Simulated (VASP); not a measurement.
All values below come from PBE GGA, VASP's PBE PAW potentials (set 64) (plane waves; VASP).

A VASP calculation is set up with these files.

### INCAR
```
SYSTEM = RuAl
PREC = Accurate
ENCUT = 400
EDIFF = 1E-6
NELM = 100
ALGO = Normal
LREAL = .FALSE.
LASPH = .TRUE.
ISMEAR = 1
SIGMA = 0.1
GGA = PE
LMAXMIX = 4
LWAVE = .FALSE.
LCHARG = .FALSE.
ISIF = 2
```

POSCAR:
```
RuAl
1
    3.0498000000     0.0000000000     0.0000000000
    0.0000000000     3.0498000000     0.0000000000
    0.0000000000     0.0000000000     3.0498000000
Al Ru
1 1
Direct
  0.5000000000   0.5000000000   0.5000000000
  0.0000000000   0.0000000000   0.0000000000
```

**KPOINTS**
```
Automatic mesh
0
Gamma
 11 11 11
0 0 0
```

POTCAR, in this order: Al Ru_pv (PBE.64 set). Program: vasp_std.

The resulting files:

**OSZICAR**
```
       N       E                     dE             d eps       ncg     rms          rms(c)
DAV:   1     0.892279965636E+02    0.89228E+02   -0.82131E+03  1456   0.107E+03
DAV:   2    -0.130846075788E+02   -0.10231E+03   -0.97759E+02  1512   0.303E+02
DAV:   3    -0.148516325780E+02   -0.17670E+01   -0.17305E+01  1568   0.413E+01
DAV:   4    -0.148698277283E+02   -0.18195E-01   -0.18188E-01  1644   0.414E+00
DAV:   5    -0.148702391743E+02   -0.41145E-03   -0.41144E-03  1632   0.529E-01    0.108E+01
DAV:   6    -0.143162828870E+02    0.55396E+00   -0.37879E+00  1408   0.217E+01    0.236E+00
DAV:   7    -0.142288953878E+02    0.87387E-01   -0.33764E-01  1404   0.673E+00    0.180E+00
DAV:   8    -0.142145976243E+02    0.14298E-01   -0.21067E-02  1484   0.142E+00    0.207E-01
DAV:   9    -0.142145001014E+02    0.97523E-04   -0.29293E-04  1556   0.173E-01    0.127E-01
DAV:  10    -0.142144946982E+02    0.54032E-05   -0.43527E-05  1636   0.877E-02    0.820E-03
DAV:  11    -0.142144937070E+02    0.99122E-06   -0.16346E-06  1044   0.166E-02
   1 F= -.14214494E+02 E0= -.14214076E+02  d E =-.125446E-02
```

File OUTCAR:
```
------------------------ aborting loop because EDIFF is reached ----------------------------------------
  FORCE on cell =-STRESS in cart. coord.  units (eV):
  Direction    XX          YY          ZZ          XY          YZ          ZX
  --------------------------------------------------------------------------------------
  Total       -1.5697547     -1.5697547     -1.5697547      0.0000000      0.0000000      0.0000000
  in kB      -88.6601143    -88.6601143    -88.6601143      0.0000000      0.0000000      0.0000000
  external PRESSURE =     -88.6601143 kB  Pullay stress =       0.0000000 kB
  volume of cell :       28.37
      direct lattice vectors                 reciprocal lattice vectors
     3.049800000  0.000000000  0.000000000     0.327890353  0.000000000  0.000000000
     0.000000000  3.049800000  0.000000000     0.000000000  0.327890353  0.000000000
     0.000000000  0.000000000  3.049800000     0.000000000  0.000000000  0.327890353
 POSITION                                       TOTAL-FORCE (eV/Angst)
 -----------------------------------------------------------------------------------
      1.52490      1.52490      1.52490         0.000000      0.000000      0.000000
      0.00000      0.00000      0.00000         0.000000      0.000000      0.000000
 -----------------------------------------------------------------------------------
    total drift:                               -0.000000      0.000000     -0.000000
  FREE ENERGIE OF THE ION-ELECTRON SYSTEM (eV)
  ---------------------------------------------------
  free  energy   TOTEN  =       -14.2144937070 eV

  energy  without entropy=      -14.2132392486  energy(sigma->0) =      -14.21407555
```
(Selected blocks of OUTCAR.)

The compound is RuAl in the CsCl type structure. The cell was not relaxed at this level. The electron count is odd and the run is not spin-polarised, which forces a metal.
